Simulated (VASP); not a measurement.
An input for Quantum ESPRESSO's pw.x (written as the equivalent of a VASP run, and not itself run):

```
&CONTROL
  calculation = 'vc-relax'
  pseudo_dir = './pseudo'
  outdir = './out'
  tprnfor = .true.
  tstress = .true.
  nstep = 40
  forc_conv_thr = 0.00078
/
&SYSTEM
  ibrav = 0
  nat = 2
  ntyp = 2
  ecutwfc = 84
  occupations = 'smearing'
  smearing = 'methfessel-paxton'
  degauss = 0.00735
  input_dft = 'pbesol'
/
&ELECTRONS
  conv_thr = 7.3e-08
  electron_maxstep = 100
/
&IONS
/
&CELL
  press = 50
/
ATOMIC_SPECIES
  Ga 69.723 Ga.upf
  As 74.922 As.upf
CELL_PARAMETERS angstrom
    -0.0000000    2.6075662    2.6075662
     2.6075662   -0.0000000    2.6075662
     2.6075662    2.6075662    0.0000000
ATOMIC_POSITIONS crystal
  Ga   0.0000000  0.0000000  0.0000000
  As   0.5000000  0.5000000  0.5000000
K_POINTS automatic
  12 12 12 0 0 0
```

Problem. Write the VASP files for the same calculation (PBEsol).

Solution. Several could match; the one computed here: 
### INCAR
```
# general
SYSTEM   =  GaAs
PREC     =  Accurate
ENCUT    =  500
LREAL    =  .FALSE.
LASPH    =  .TRUE.

# electronic loop
EDIFF    =  1E-6
NELM     =  100
ALGO     =  Normal
LMAXMIX  =  4

# smearing
ISMEAR   =  1
SIGMA    =  0.1

# functional
GGA      =  PS

# ions
IBRION   =  2
NSW      =  40
ISIF     =  3
EDIFFG   =  -0.02
PSTRESS  =  50

# output
LWAVE    =  .FALSE.
LCHARG   =  .FALSE.
```

**KPOINTS**
```
Automatic mesh
0
Gamma
12 12 12
0 0 0
```

POSCAR:
```
GaAs
1
   -0.0000000000     2.6075662262     2.6075662262
    2.6075662262    -0.0000000000     2.6075662262
    2.6075662262     2.6075662262     0.0000000000
Ga As
1 1
Direct
  0.0000000000   0.0000000000   0.0000000000
  0.5000000000   0.5000000000   0.5000000000
```

POTCAR, in this order: Ga_d As (PBE.64 set). Program: vasp_std.

The two are equivalent in intent, not identical: the potentials are each code's own (VASP's PAW set, PseudoDojo norm-conserving files in pw.x), so ENCUT and ecutwfc are chosen apart and not converted; conv_thr bounds pw.x's estimated SCF error, while EDIFF bounds the energy change between steps; forc_conv_thr acts on force components and is met together with etot_conv_thr.

The structure was generated: GaAs was put into the rock salt type (Fm-3m), which need not be its known phase. It was relaxed first under an external pressure of 5 GPa.
